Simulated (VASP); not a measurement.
Here is the system:

```xyz
5
Lattice="6.1859 0.0000 0.0000 0.0000 6.1859 0.0000 0.0000 0.0000 6.1859" Properties=species:S:1:pos:R:3 pbc="T T T"
Cs     0.0000     0.0000     0.0000
Sn     3.0930     3.0930     3.0930
I      3.0930     0.0000     3.0930
I      0.0000     3.0930     3.0930
I      3.0930     3.0930     0.0000
```

Level of theory: r2SCAN+rVV10, VASP's PBE PAW potentials (set 64) (plane waves; VASP). Run with 520 eV cut-off, 4×4×4 Γ-centred mesh, tetrahedra with Blöchl corrections, potentials Cs_sv Sn_d I.

Unless said otherwise, spin-orbit coupling is left out, though it shifts the bands of the heavy elements here.

What does the run give for the energy per atom (σ→0), band gap (over mesh and band path) with the smallest direct gap where there is one?

| Item | Result |
|---|---|
| band gap (over mesh and band path) | 0.36 eV |
| smallest direct gap (over mesh and band path) | 0.36 eV |
| energy per atom (σ→0) | -25.415 eV/atom |

The absolute energy has meaning only against runs of the same code, potentials and settings.

The compound is CsSnI3 in the cubic perovskite structure, the ideal cubic form; the compound distorts at low or room temperature. It was relaxed first.
